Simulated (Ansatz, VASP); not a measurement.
**LaS: VASP beside Ansatz**

The input INCAR:

```
SYSTEM = LaS
  PREC = Accurate
  ENCUT = 520
  EDIFF = 1E-6
  ISMEAR = 1
  SIGMA = 0.15
  LREAL = .False.
  LASPH = .True.
  NELM = 80
  ALGO = Normal
  ISIF = 2
  LWAVE = .False.
  LCHARG = .False.
  NBANDS = 16
```

File KPOINTS:

```
regular mesh
0
Gamma
  8 8 8
  0 0 0
```

The input POSCAR:

```
LaS
1.0
    0.0000000000      2.9270000000      2.9270000000
    2.9270000000      0.0000000000      2.9270000000
    2.9270000000      2.9270000000      0.0000000000
La S
1 1
Direct
    0.0000000000      0.0000000000      0.0000000000
    0.5000000000      0.5000000000      0.5000000000
```

Input for Ansatz:

```yaml
crystal:
  lattice:
    - [0.0, 2.927, 2.927]
    - [2.927, 0.0, 2.927]
    - [2.927, 2.927, 0.0]
  atoms:
    - { symbol: La, position: [0.0, 0.0, 0.0] }
    - { symbol: S, position: [0.5, 0.5, 0.5] }
basis:
  ecutwfc: 500.0
kpoints:
  mp_grid:
    grid: [8, 8, 8]
hamiltonian:
  xc: lda
scf:
  convergence:
    dr2_threshold: 1.0e-07
  occupations:
    method: cold
    width: 0.15
output:
  stress: true
```

Alike in both runs: task single point; functional LDA; k mesh 8 × 8 × 8; no spin polarisation.

```csv
,VASP,Ansatz
version,VASP 6.6.1,Ansatz 0.2.0
potentials or method,"VASP PAW LDA potentials, release 64 (La, S)","plane waves, PAW"
plane-wave cutoff (eV),520,500
occupations,"methfessel-paxton of order 1, width 0.15 eV","cold, width 0.15 eV"
valence electrons in the cell,17,17
```

|  | VASP | Ansatz | Ansatz less VASP |
| --- | --- | --- | --- |
| pressure (GPa) | -3.8 | -3.8 | +0.03 |

Ansatz warned: «stress_scf_threshold_loose».

Spin-orbit coupling is left out, which matters for the levels of La.
